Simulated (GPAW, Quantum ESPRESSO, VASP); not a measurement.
## Zr₂Au (I4/mmm, 3 atoms in the cell) computed with different codes at matched settings

Self-consistent single point.

```
Zr2Au
1.0
   -1.65018     1.65018     5.82547
    1.65018    -1.65018     5.82547
    1.65018     1.65018    -5.82547
Zr Au
2 1
Direct
  0.65970   0.65970   0.00000
  0.34030   0.34030   0.00000
  0.00000   0.00000   0.00000
```

Shared settings, as Quantum ESPRESSO writes them: occupations = smearing; smearing = fd; degauss = 0.0036749 Ry; K_POINTS = automatic 6 6 6 0 0 0. Potentials and cutoffs stand in the table.

```
code                                                              model  pressure (GPa)  largest force (eV/Å)  cutoff
----------------  -----------------------------------------------------  --------------  --------------------  ------
GPAW              PBEsol, GPAW PAW datasets PBEsol (made by gpaw-setup)           -4.07                 0.035  550 eV
VASP                         PBEsol, VASP's PBE PAW potentials (set 64)           -4.45                 0.010  300 eV
Quantum ESPRESSO   PBEsol, GBRV 1.5 ultrasoft (PBESOL) pseudopotentials           -4.03                 0.010   40 Ry
```

On GPAW's run: spin-orbit coupling is off.

The spread over the programs that give each value: pressure within 0.42 GPa; largest force within 0.025 eV/Å.

On the base mesh (10 10 10 0 0 0) the same programs gave: Quantum ESPRESSO pressure -4.03 GPa; GPAW pressure -4.06 GPa; VASP pressure -4.44 GPa.

VASP's run is marked for a possible Pulay error in its stress at this cutoff; no cutoff test was made.

The starting cell comes from a database of computed structures (which also holds hypothetical and non-ambient phases and stackings), without a prior relaxation at this level.

Left out of this page: Ansatz and SIESTA (not drawn, or without a comparable value); FLEUR (unsound by tests on forces, stress, charge or solver warnings).
